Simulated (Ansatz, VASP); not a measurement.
# Bi (Bismuth) in two plane-wave programs

Wanted: the spread between two codes on one cell, functional and k mesh. The cell is taken from a series of runs on this material, whose earlier steps may have relaxed, scaled, displaced or heated it; both programs get it as it stands.

Method: plane waves, with VASP 6.6.1 beside it; PBEsol, in Ansatz 0.2.0.

## (1) Starting point

It takes space group R-3m (No. 166, trigonal). The conventional cell has a = 4.526 Å, b = 4.526 Å, c = 11.652 Å, α = 90.00°, β = 90.00°, γ = 120.00°. Nearest to Bi lie 6 Bi at 3.08 to 3.45 Å.

As a file:

```cif
data_structure
_symmetry_space_group_name_H-M 'R-3m:H'
_symmetry_Int_Tables_number 166
_cell_length_a 4.5255
_cell_length_b 4.5255
_cell_length_c 11.6517
_cell_angle_alpha 90.000
_cell_angle_beta 90.000
_cell_angle_gamma 120.000
_cell_volume 206.66
loop_
_atom_site_label
_atom_site_type_symbol
_atom_site_symmetry_multiplicity
_atom_site_Wyckoff_symbol
_atom_site_fract_x
_atom_site_fract_y
_atom_site_fract_z
_atom_site_occupancy
Bi1 Bi 6 c 0.00000 0.00000 0.23668 1
```

## (2) VASP: zone-centre phonons, PBEsol

Second derivatives magnify differences that forces hide, and they need a tight electronic threshold.

Lines of VASP's logs that name or quote its potential files are left out, and so is its time.

The input, INCAR:

```
SYSTEM = Bi
PREC = Accurate
ENCUT = 500
EDIFF = 1E-08
NELM = 120
ISMEAR = 1
SIGMA = 0.2
LREAL = .FALSE.
ALGO = Normal
GGA = PS
NBANDS = 21
LORBIT = 11
LWAVE = .FALSE.
LCHARG = .FALSE.
ISIF = 2
IBRION = 8
LASPH = .TRUE.
GGA_COMPAT = .FALSE.
KPAR = 2
```

The input, POSCAR:

```
Bi
1.0
    2.2627711995      1.3064115611      3.8839076286
   -2.2627711995      1.3064115611      3.8839076286
    0.0000000000     -2.6128231222      3.8839076286
Bi
2
Direct
    0.2366793767      0.2366793767      0.2366793767
    0.7633206233      0.7633206233      0.7633206233
```

The input, KPOINTS:

```
Automatic mesh
0
Gamma
12 12 12
0 0 0
```

PAW data sets: Bi_d (PBE family, release 64).

Launch:

```sh
mpirun -np 2 vasp_std
```

Numbers of over 12 decimals in the logs are rounded to 6 here.

Log:

```text
[banner, memory and clock lines left out]
running    2 mpi-ranks, on    1 nodes
 distrk:  each k-point on    1 cores,    2 groups
 distr:  one band on    1 cores,    1 groups

 POSCAR found type information on POSCAR Bi
 POSCAR found :  1 types and       2 ions
|                                                                             |
|               ----> ADVICE to this user running VASP <----                  |
|                                                                             |
|     You enforced a specific xc type in the INCAR file but a different       |
|     [... a line on the potential file left out ...]
|     I HOPE YOU KNOW WHAT YOU ARE DOING!                                     |
|                                                                             |

 LDA part: xc-table for (Slater+PW92), standard interpolation
 POSCAR, INCAR and KPOINTS ok, starting setup
 FFT: planning ... GRIDC
 FFT: planning ... GRID_SOFT
 FFT: planning ... GRID
 WAVECAR not read
 entering main loop
       N       E                     dE             d eps       ncg     rms          rms(c)
DAV:   1     0.301716547588E+03    0.30172E+03   -0.16042E+04  7943   0.169E+03
DAV:   2     0.168535901757E+02   -0.28486E+03   -0.27860E+03  8033   0.441E+02
DAV:   3    -0.772348467137E+01   -0.24577E+02   -0.24223E+02  9429   0.146E+02
DAV:   4    -0.858042113584E+01   -0.85694E+00   -0.85621E+00  9452   0.300E+01
DAV:   5    -0.862032142470E+01   -0.39900E-01   -0.39899E-01 11259   0.579E+00    0.105E+00
DAV:   6    -0.860922919398E+01    0.11092E-01   -0.21479E-02 10372   0.167E+00    0.612E-01
DAV:   7    -0.860486745773E+01    0.43617E-02   -0.13287E-02 10145   0.138E+00    0.119E-01
DAV:   8    -0.860482427075E+01    0.43187E-04   -0.14740E-03  9178   0.487E-01    0.162E-02
DAV:   9    -0.860483016167E+01   -0.58909E-05   -0.62811E-05 12060   0.733E-02    0.785E-03
DAV:  10    -0.860482962815E+01    0.53352E-06   -0.25414E-06  9528   0.114E-02    0.152E-03
DAV:  11    -0.860482974941E+01   -0.12126E-06   -0.27740E-07 10640   0.408E-03    0.717E-04
DAV:  12    -0.860482969092E+01    0.58487E-07   -0.51788E-08  7743   0.263E-03    0.237E-04
DAV:  13    -0.860482973288E+01   -0.41963E-07   -0.10069E-08  5459   0.125E-03    0.661E-05
DAV:  14    -0.860482973879E+01   -0.59063E-08   -0.17574E-09  5064   0.451E-04
   1 F= -.86048297E+01 E0= -.86053527E+01  d E =0.156901E-02
 Linear response reoptimize wavefunctions to high precision
DAV:   1    -0.860482974109E+01   -0.22978E-08   -0.59443E-10  5234   0.310E-04
DAV:   2    -0.860482974112E+01   -0.34106E-10   -0.20610E-10  4924   0.151E-04
 Linear response DOF=           2
 Linear response progress:
  Degree of freedom:   1/  2
       N       E                     dE             d eps       ncg     rms          rms(c)
RMM:   1    -0.328865580015E+00   -0.32887E+00    0.22025E-01 48383   0.840E+00
RMM:   2    -0.337461446026E+00   -0.85959E-02   -0.19980E-02 62331   0.117E+00    0.433E-02
RMM:   3    -0.337675024375E+00   -0.21358E-03   -0.16835E-03 66924   0.329E-01    0.250E-02
RMM:   4    -0.337558954327E+00    0.11607E-03   -0.13401E-04 68848   0.102E-01    0.583E-03
RMM:   5    -0.337563986662E+00   -0.50323E-05   -0.18080E-05 65064   0.326E-02    0.233E-03
RMM:   6    -0.337570175136E+00   -0.61885E-05   -0.26404E-06 67994   0.145E-02    0.959E-04
RMM:   7    -0.337569658893E+00    0.51624E-06    0.46366E-07 67773   0.464E-03    0.321E-04
RMM:   8    -0.337565302439E+00    0.43565E-05   -0.36637E-07 68879   0.167E-03    0.101E-04
RMM:   9    -0.337563561971E+00    0.17405E-05   -0.26793E-07 70122   0.699E-04    0.258E-05
RMM:  10    -0.337563539224E+00    0.22747E-07    0.22831E-07 71976   0.321E-04    0.159E-05
RMM:  11    -0.337563363979E+00    0.17524E-06    0.12860E-07 70973   0.178E-04    0.853E-06
RMM:  12    -0.337563054039E+00    0.30994E-06    0.12324E-07 69183   0.103E-04    0.340E-06
RMM:  13    -0.337563139467E+00   -0.85429E-07    0.52938E-08 68310   0.646E-05    0.292E-06
RMM:  14    -0.337563070134E+00    0.69333E-07    0.35928E-08 68230   0.478E-05    0.109E-06
RMM:  15    -0.337563038039E+00    0.32095E-07    0.17533E-08 73430   0.403E-05    0.277E-07
RMM:  16    -0.337563039880E+00   -0.18406E-08    0.92572E-09 59240   0.361E-05    0.359E-07
 first order change of Fermi-energy  -0.15440E-04
 force on displaced ion       1 direction 1 :  -1.646   0.000   0.000
 Linear response progress:
  Degree of freedom:   2/  2
       N       E                     dE             d eps       ncg     rms          rms(c)
RMM:   1    -0.329738133054E+00   -0.32974E+00    0.24564E-01 10531   0.849E+00
RMM:   2    -0.338222273220E+00   -0.84841E-02   -0.19191E-02 13579   0.116E+00    0.392E-02
RMM:   3    -0.338331419324E+00   -0.10915E-03   -0.15736E-03 14611   0.320E-01    0.221E-02
RMM:   4    -0.338137792211E+00    0.19363E-03   -0.13428E-04 14790   0.104E-01    0.561E-03
RMM:   5    -0.338147758725E+00   -0.99665E-05   -0.16486E-05 15096   0.314E-02    0.324E-03
RMM:   6    -0.338161109008E+00   -0.13350E-04   -0.27981E-06 13970   0.140E-02    0.802E-04
RMM:   7    -0.338162322256E+00   -0.12132E-05   -0.36122E-07 14762   0.460E-03    0.550E-04
RMM:   8    -0.338160588232E+00    0.17340E-05   -0.36458E-08 12888   0.170E-03    0.874E-05
RMM:   9    -0.338160138807E+00    0.44943E-06   -0.31082E-08 15405   0.785E-04    0.484E-05
RMM:  10    -0.338159965574E+00    0.17323E-06    0.22211E-08 14925   0.284E-04    0.302E-05
RMM:  11    -0.338159847837E+00    0.11774E-06   -0.52606E-09 14545   0.154E-04    0.710E-06
RMM:  12    -0.338159892523E+00   -0.44687E-07   -0.60814E-09 15645   0.872E-05    0.245E-06
RMM:  13    -0.338159894506E+00   -0.19824E-08   -0.20410E-09 15604   0.552E-05    0.975E-07
 first order change of Fermi-energy   0.25999E+00
 force on displaced ion       1 direction 3 :   0.000  -0.000  -3.797
 Linear response finished
```

From OUTCAR (step 2):

```text
ion  position               nearest neighbor table
   1  0.237  0.237  0.237-   2 3.08   2 3.08   2 3.08   2 3.45   2 3.45   2 3.45
   2  0.763  0.763  0.763-   1 3.08   1 3.08   1 3.08   1 3.45   1 3.45   1 3.45

  LATTYP: Found a trigonal (rhomboedric) cell.
 ALAT       =     4.6809810014
 COS(alpha) =     0.5326550830

 Subroutine GETGRP returns: Found 12 space group operations
 (whereof 12 operations were pure point group operations)

The static configuration has the point symmetry D_3d.

 Found    189 irreducible k-points:

   k-points           NKPTS =    189   k-points in BZ     NKDIM =    189   number of bands    NBANDS=     21

   dimension x,y,z NGX =    36 NGY =   36 NGZ =   36
   dimension x,y,z NGXF=    72 NGYF=   72 NGZF=   72

   ENCUT  =  500.0 eV  36.75 Ry    6.06 a.u.   8.53  8.53  8.53*2*pi/ulx,y,z

   NELECT =      30.0000    total number of electrons

 k-points in reciprocal lattice and weights: Automatic mesh
   0.00000000  0.00000000  0.00000000       0.001
   0.08333333  0.00000000  0.00000000       0.003
   0.16666667  0.00000000  0.00000000       0.003
   0.25000000  0.00000000  0.00000000       0.003
   0.33333333  0.00000000 -0.00000000       0.003
   0.41666667  0.00000000  0.00000000       0.003
   0.50000000  0.00000000  0.00000000       0.002
   0.08333333  0.08333333  0.00000000       0.003
   0.16666667  0.08333333  0.00000000       0.007
[...]
-0.41666667  0.50000000  0.41666667       0.003
   0.50000000  0.50000000  0.50000000       0.001

 average (electrostatic) potential at core
       1-104.1374       2-104.1374

  Total       -0.0328500     -0.0328500     -0.0307533      0.0000000      0.0000000      0.0000000
  in kB       -0.7640199     -0.7640199     -0.7152567      0.0000000      0.0000000      0.0000000
  external PRESSURE =      -0.7477655 kB  Pullay stress =       0.0000000 kB

  energy-cutoff  :      500.00
  volume of cell :       68.89
      direct lattice vectors                 reciprocal lattice vectors
     2.262771199  1.306411561  3.883907629     0.220967988  0.127575928  0.085824218
    -2.262771199  1.306411561  3.883907629    -0.220967988  0.127575928  0.085824218
     0.000000000 -2.612823122  3.883907629     0.000000000 -0.255151855  0.085824218

 POSITION                                       TOTAL-FORCE (eV/Angst)
 -----------------------------------------------------------------------------------
      0.00000      0.00000      2.75772         0.000000      0.000000      0.003154
      0.00000      0.00000      8.89400         0.000000      0.000000     -0.003154
 -----------------------------------------------------------------------------------
    total drift:                                0.000000     -0.000000      0.000000

 Eigenvectors and eigenvalues of the dynamical matrix
 ----------------------------------------------------

   1 f  =    2.980315 THz    18.725872 2PiTHz   99.412609 cm-1    12.325587 meV
             X         Y         Z           dx          dy          dz
      0.000000  0.000000  2.757723    -0.000000    0.000000    0.707107
      0.000000  0.000000  8.894000     0.000000    0.000000   -0.707107

   2 f  =    1.962420 THz    12.330246 2PiTHz   65.459271 cm-1     8.115912 meV
             X         Y         Z           dx          dy          dz
      0.000000  0.000000  2.757723     0.707107    0.000000    0.000000
      0.000000  0.000000  8.894000    -0.707107   -0.000000    0.000000

   3 f  =    1.962420 THz    12.330246 2PiTHz   65.459271 cm-1     8.115912 meV
             X         Y         Z           dx          dy          dz
      0.000000  0.000000  2.757723     0.000000    0.707107    0.000000
      0.000000  0.000000  8.894000     0.000000   -0.707107    0.000000

   4 f  =    0.000000 THz     0.000000 2PiTHz    0.000001 cm-1     0.000000 meV
             X         Y         Z           dx          dy          dz
      0.000000  0.000000  2.757723    -0.672552    0.218344   -0.000000
      0.000000  0.000000  8.894000    -0.672552    0.218344    0.000000

   5 f  =    0.000000 THz     0.000000 2PiTHz    0.000000 cm-1     0.000000 meV
             X         Y         Z           dx          dy          dz
      0.000000  0.000000  2.757723    -0.000000    0.000000    0.707107
      0.000000  0.000000  8.894000     0.000000    0.000000    0.707107

   6 f/i=    0.000000 THz     0.000000 2PiTHz    0.000000 cm-1     0.000000 meV
             X         Y         Z           dx          dy          dz
      0.000000  0.000000  2.757723     0.218344    0.672552    0.000000
      0.000000  0.000000  8.894000     0.218344    0.672552    0.000000

 ELASTIC MODULI CONTR FROM IONIC RELAXATION (kBar)
 Direction    XX          YY          ZZ          XY          YZ          ZX
 --------------------------------------------------------------------------------
 XX        -153.3922     40.7440   -102.7412      0.0000    198.4679     -0.0000
 YY          40.7440   -153.3922   -102.7412     -0.0000   -198.4679      0.0000
 ZZ        -102.7412   -102.7412   -187.4111     -0.0000      0.0000      0.0000
 XY           0.0000     -0.0000     -0.0000    -97.0681     -0.0000    196.1557
 YZ         198.4679   -198.4679      0.0000     -0.0000   -405.7925      0.0000
 ZX          -0.0000      0.0000      0.0000    196.1557      0.0000   -396.3924
 --------------------------------------------------------------------------------
```

## (3) Ansatz: zone-centre phonons, PBEsol

Ansatz runs on its PAW soft_1 files.

The same cell, functional, mesh and smearing now go to Ansatz, which takes its cutoff from its data sets.

The input, input.yaml:

```yaml
crystal:
  lattice:
    - [2.2627711995, 1.3064115611, 3.8839076286]
    - [-2.2627711995, 1.3064115611, 3.8839076286]
    - [0.0, -2.6128231222, 3.8839076286]
  atoms:
    - { symbol: Bi, position: [0.2366793767, 0.2366793767, 0.2366793767] }
    - { symbol: Bi, position: [0.7633206233, 0.7633206233, 0.7633206233] }
kpoints:
  mp_grid: { grid: [12, 12, 12] }
hamiltonian:
  xc: pbesol
  pseudopotentials: { kind: paw, azcp: { folder: soft_1 }, xc_functional: pbe }
scf:
  occupations: { method: methfessel_paxton, width: 0.2 }
output:
  eigenvalues: true
phonons:
  method: dfpt
```

Launch:

```sh
ansatz run input.yaml --threads 4 --pin off --max-ram 10240MiB --backend cpu --events-out ev --progress --plain --runs-dir out
```

Log:

```text
Engine: ansatz 0.2.0, aarch64-unknown-linux-gnu
Pseudopotentials: kind: paw
Pseudopotential: Bi, paw, valence charge 15, recommended cutoff 420 eV (normal), soft_1/Bi.paw.azcp
Functional definition: PBEsol
  exchange = pbesol_x
  correlation = pbesol_c
Crystal: 2 atoms, lattice volume = 68.888 Å³
Basis set: ecut = 420 eV, 1333 PW (Γ), exchange–correlation on 64×64×64 points (8 copies of the dense FFT grid, shifted against one another)
Bands: 19, of which v1, the nominal top of the filled ones, is band 15 counted from 1 (14 counted from 0)
Symmetry: 12 space group operations
k-points: 476 of 1728 (irreducible under 2 space group operations, time reversal used)
Non-local potential: Bi, projectors of the file, l = 0: 2, l = 1: 2, l = 2: 2, l = 3: 1
PAW form: soft (Blöchl's): semilocal exchange-correlation on the pseudo side does not see the compensation charge
PAW frozen core: Bi, regenerated for the run's functional, and the local potential with it (the file was generated under x = pbe(κ = 0.804, μ = 0.219515), c = pbe(β = 0.066725))
PAW one-centre angular grid: Bi, 590 points (default); XC on 64 Gauss nodes
Initial density: superposition of atomic densities (chi_scale 0.1, normalization cell)
Initial wavefunctions: pseudopotential atomic-orbital guess
Functional: x = pbesol(κ = 0.804, μ = 0.123457), c = pbesol(β = 0.046)
SCF iter   1: F=—  HF=-24488.944561 eV  |F-HF|=—  |Δ(HF+E_count)|=         —  Δρ=1.12e-2  dr2=7.29e-2  ethr=3.10e-3  ⟨swp⟩=5.5  Hψ=43732  notcnv=0
preconditioner: auto → Kerker (q_TF=auto, 2.375 Å⁻¹)  [metal: Δε(μ)=0.053 eV  Ē_g=20.217 eV  σ=0.200 eV  W_gap=0.22  n_scr=14 (ndim 8)  ℏωp=24.5 eV  f_vac=0.000  D(μ)=0.22/eV (n_scr^D=0)]
SCF iter   2: F=—  HF=-24488.935472 eV  |F-HF|=—  |Δ(HF+E_count)|=   9.09e-3  S|Δr|=    0.00e0  Δρ=7.19e-3  dr2=3.15e-2  ethr=2.43e-4  ⟨swp⟩=1.0  Hψ=12852  notcnv=0
SCF iter   3: F=—  HF=-24488.931516 eV  |F-HF|=—  |Δ(HF+E_count)|=   3.96e-3  S|Δr|=    0.00e0  Δρ=8.55e-4  dr2=7.42e-4  ethr=1.05e-4  ⟨swp⟩=2.0  Hψ=16192  notcnv=0
SCF iter   4: F=—  HF=-24488.931468 eV  |F-HF|=—  |Δ(HF+E_count)|=   4.74e-5  S|Δr|=    0.00e0  Δρ=3.54e-4  dr2=1.05e-4  ethr=2.47e-6  ⟨swp⟩=2.0  Hψ=16188  notcnv=0
SCF iter   5: F=—  HF=-24488.931456 eV  |F-HF|=—  |Δ(HF+E_count)|=   1.24e-5  S|Δr|=    0.00e0  Δρ=1.36e-4  dr2=2.26e-5  ethr=3.51e-7  ⟨swp⟩=2.0  Hψ=15137  notcnv=0
SCF iter   6: F=—  HF=-24488.931452 eV  |F-HF|=—  |Δ(HF+E_count)|=   4.33e-6  S|Δr|=    0.00e0  Δρ=2.97e-5  dr2=1.02e-6  ethr=7.52e-8  ⟨swp⟩=3.0  Hψ=16197  notcnv=0
SCF iter   7: F=—  HF=-24488.931452 eV  |F-HF|=—  |Δ(HF+E_count)|=   7.81e-7  S|Δr|=    0.00e0  Δρ=5.68e-6  dr2=4.51e-8  ethr=3.40e-9  ⟨swp⟩=3.0  Hψ=16249  notcnv=0
SCF iter   8: F=—  HF=-24488.931452 eV  |F-HF|=—  |Δ(HF+E_count)|=   1.50e-9  S|Δr|=    0.00e0  Δρ=1.25e-6  dr2=1.85e-9  ethr=1.50e-10  ⟨swp⟩=2.0  Hψ=11670  notcnv=0
SCF iter   9: F=—  HF=-24488.931452 eV  |F-HF|=—  |Δ(HF+E_count)|=  8.00e-11  S|Δr|=    0.00e0  Δρ=2.25e-7  dr2=4.65e-11  ethr=6.18e-12  ⟨swp⟩=3.0  Hψ=16734  notcnv=0
SCF iter  10: F=-24488.931452 eV  HF=-24488.931452 eV  |F-HF|=1.46e-11  |Δ(HF+E_count)|=  2.91e-11  S|Δr|=    0.00e0  Δρ=6.75e-8  dr2=7.01e-12  ethr=1.00e-12  ⟨swp⟩=5.3  Hψ=35038  notcnv=0
SCF 1 converged in 10 iterations: F = -24488.931452 eV  dr2 = 7.01e-12
  greatest PAW one-centre occupation: 0.988 electrons in one spin orbital (limit 2), on the Bi atom at site 1 (counted from 0), in its partial waves of l = 2
DFPT response loops at Γ: preconditioner auto → Kerker (q_TF=auto, 2.375 Å⁻¹) (partly filled bands, converged f_vac=0.000); β = 1.00, the filter's whole step (`scf.mixing.beta` (0.50) is not read by the response loops under this deck's `scf.mixing.preconditioner`; to damp them name `kerker` or `kerker_dos`, under which they read `scf.mixing.beta`, and type it under 1.00, their step now; both keys bind the ground state too); Broyden in place of MSR1
SCF converged after 10 iterations
Stability not checked: this state was not tested for a lower state beside it, because cold or Methfessel-Paxton smearing, or corrected tetrahedra, fill the levels in a way that the test cannot read (fill_not_monotonic; see scf.lower_state_search)
Free energy (F): -24488.931452 eV
Harris-Foulkes:  -24488.931452 eV  (|F-HF|=1.46e-11)
Internal energy: -24488.933009 eV  (E = F + TS)
E sigma→0 (E₀):  -24488.931841 eV
Entropy (-TS):   0.001556 eV (0.778 meV/atom)
Fermi energy:    9.872618 eV
--- Per-component energies (eV) ---
  E_band       = -212.266935
  E_kinetic    = 508.772780
  E_local      = -2678.543585  (includes V_loc(G=0)·N_el)
  E_nonlocal   = 820.632333
  E_hartree    = 995.144469
  E_xc         = -300.609348
  E_vxc        = -261.639570  (∫ρ·V_xc dr)
  E_paw        = -21019.205514  (= ΣΔE_a)
  E_vpaw       = -591.778261  (= ΣTr[D̂ρ^β])
  E_aug_tail   = 0.000411  (compensation charges beyond the density's cutoff)
  E_ewald      = -2815.304143
  E_core_change = 0.179589  (= ΣΔE_core)
  E_smearing   = 0.001556  (= −TS)
  E_closure    = 0.000000  (closes the sum)
  Σ components = -24488.931452   (vs F -24488.931452, Δ=0.00e0)
--- Band table (eV; the first three rows and the last of 476) ---
  k-point 0: bands = [... 11 lower, 2.4711, 8.3742, 8.6428, 8.6428, 12.6113, 12.9299, 12.9299, 15.3799]
  k-point 1: bands = [... 11 lower, 2.3077, 8.4092, 8.6448, 8.6560, 12.4541, 12.5862, 12.7384, 15.0799]
  k-point 2: bands = [... 11 lower, 1.8594, 8.4774, 8.6564, 8.7159, 11.7801, 12.1388, 12.2659, 14.8446]
  k-point 475: bands = [... 11 lower, -0.2621, 9.0307, 9.3480, 9.3480, 10.4134, 10.4134, 10.4560, 17.0925]
--- Phonons (Γ-DFPT): 2 representative perturbations + reference, on 476 of 1728 k-points (Σ response iterations 6) ---
  k mesh reduced under 2 symmetry operations, with k and −k counted as one. Each operation leaves every solved perturbation unchanged. A smaller set is not used because it would not reduce the number of displacements times k-points to solve
  ASR residual: 2.067e-5 → 0.000e0 eV/Å²; symmetrization residual: 2.592e-5 eV/Å²
  ASR residual per site (eV/Å²): 2.07e-5 2.07e-5
  Γ frequencies (cm⁻¹): 0.00 0.00 0.00 65.25 65.25 99.19
  non-analytic LO–TO correction: not included (Born effective charges unavailable; polar crystals: no LO–TO splitting at Γ)
```

## (4) Comparison

Known differences besides the potentials themselves: the cutoff is 420 eV in Ansatz and 500 eV in VASP; Ansatz makes its cores anew for this functional, VASP keeps those of its PBE data sets. Total energies have different zeros and are not compared.

Both answers:

| quantity | Ansatz | VASP | difference |
| --- | --- | --- | --- |
| optical mode 1 to 2 (cm⁻¹) | 65.2 | 65.5 | -0.32 % |
| optical mode 3 (cm⁻¹) | 99.2 | 99.4 | -0.22 % |

Modes are paired by rising frequency, not by their patterns, so a pair may set unlike modes beside each other; they are those without the splitting of longitudinal modes.

## (5) Outcome

```yaml
r_m_s_difference_of_the_optical_zone_centre_modes_each_program_s_sorted_by_frequency_zone_centre_phonons_pbesol: 0.21 cm⁻¹
```

The r.m.s. difference of the optical zone-centre modes, each program's sorted by frequency is 0.21 cm⁻¹ (zone-centre phonons, PBEsol). How closely two codes agree says nothing of how well the functional describes the real material.

[Lines on the potential files, build, host, timing and source positions are cut from VASP's logs without a mark.]

[Logs are printed without paths, hosts, clocks, repeated set-up lines and the standing remarks that a program may print on its own settings, such as how far it seeks lower states.]

[Hosts, paths, dates, database ids (printed as entryN), source tags and the programs' standing remarks are cut or masked in the printed files.]
